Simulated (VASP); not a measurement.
OSZICAR of a VASP run on CrO₂ (rutile):

**OSZICAR**
```
       N       E                     dE             d eps       ncg     rms          rms(c)
DAV:   1     0.652260986501E+03    0.65226E+03   -0.27250E+04  6008   0.185E+03
DAV:   2     0.619462588045E+02   -0.59031E+03   -0.56130E+03  6444   0.554E+02
DAV:   3    -0.222881340333E+01   -0.64175E+02   -0.61120E+02  7764   0.179E+02
DAV:   4    -0.407869586233E+01   -0.18499E+01   -0.18144E+01  7088   0.302E+01
DAV:   5    -0.412595316606E+01   -0.47257E-01   -0.46458E-01  6934   0.437E+00    0.417E+01
DAV:   6    -0.778813299307E+02   -0.73755E+02   -0.29679E+02  6564   0.177E+02    0.203E+01
DAV:   7    -0.751614547883E+02    0.27199E+01   -0.19856E+01  7710   0.423E+01    0.112E+01
DAV:   8    -0.752961875802E+02   -0.13473E+00   -0.15780E+01  7048   0.430E+01    0.113E+01
DAV:   9    -0.741718949063E+02    0.11243E+01   -0.23700E+00  7400   0.111E+01    0.366E+00
DAV:  10    -0.742852778525E+02   -0.11338E+00   -0.13258E+00  6556   0.727E+00    0.226E+00
DAV:  11    -0.742502196807E+02    0.35058E-01   -0.61600E-02  6894   0.205E+00    0.164E+00
DAV:  12    -0.742377916870E+02    0.12428E-01   -0.10503E-01  6214   0.195E+00    0.610E-01
DAV:  13    -0.742354820781E+02    0.23096E-02   -0.16862E-02  8226   0.937E-01    0.180E-01
DAV:  14    -0.742357407836E+02   -0.25871E-03   -0.11169E-03  6410   0.267E-01    0.151E-01
DAV:  15    -0.742356131478E+02    0.12764E-03   -0.49799E-04  6852   0.136E-01    0.609E-02
DAV:  16    -0.742356229887E+02   -0.98409E-05   -0.25109E-04  6710   0.107E-01    0.141E-02
DAV:  17    -0.742356254069E+02   -0.24182E-05   -0.13569E-05  6694   0.349E-02    0.978E-03
DAV:  18    -0.742356260778E+02   -0.67094E-06   -0.25442E-06  4978   0.104E-02
   1 F= -.74235626E+02 E0= -.74235761E+02  d E =-.742356E+02  mag=     4.0000
```

**Question.** Which electronic solver shows in the log?

**Answer.** It is blocked Davidson (ALGO = Normal, or the opening steps of other solvers). The INCAR had ALGO = Normal.

**Question.** How was spin treated?

**Answer.** Collinear spin (ISPIN = 2): the summary line carries one mag value, 4.00 μB in the cell.

**Question.** Can the final energy be trusted as converged?

**Answer.** The calculation finished and met its thresholds. It stopped with EDIFF = 1E-6, NELM = 100, NSW = 60 and EDIFFG = -0.02 after 1 ionic step (TPSS meta-GGA, plane waves, VASP's PBE PAW potentials (set 64)).

The compound is CrO2 in the rutile structure. It was relaxed first. The start is the result of an earlier pass.
